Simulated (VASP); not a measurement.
A run of VASP 6.6.1:

File INCAR:

```
PREC = Accurate ; ENCUT = 600
EDIFF = 1E-6 ; ISMEAR = -1
SIGMA = 0.05 ; LREAL = F
LASPH = T ; NELM = 100
ALGO = Normal ; ISIF = 3
LWAVE = F ; LCHARG = F
GGA = PS ; IBRION = 2
NSW = 100 ; EDIFFG = -0.005
```

File KPOINTS:

```
Automatic mesh
0
Gamma
  10 10 10
```

File POSCAR:

```
MgAu
1.0
    3.3018864970      0.0000000000      0.0000000000
    0.0000000000      3.3018864970      0.0000000000
    0.0000000000      0.0000000000      3.3018864970
Mg Au
1 1
Direct
    0.5000000000      0.5000000000      0.5000000000
    0.0000000000      0.0000000000      0.0000000000
```

Potentials or basis: VASP PAW PBE potentials, release 64 (Mg, Au).

Launch:

```bash
$ cat potpaw_PBE.64/Mg/POTCAR potpaw_PBE.64/Au/POTCAR > POTCAR
$ mpirun -np 1 vasp_std > vasp.out
```

Hardware: 1 thread of AMD EPYC 9R45 96-Core Processor (Zen 5), on a shared host.

Task: How long does it take, and how much memory?

Result: Run time: 23 s on 1 thread of AMD EPYC 9R45 96-Core Processor (Zen 5), with other jobs on the host, peak memory 0.16 GiB. Counts: scf iterations 24, k points 56, ion steps 3.
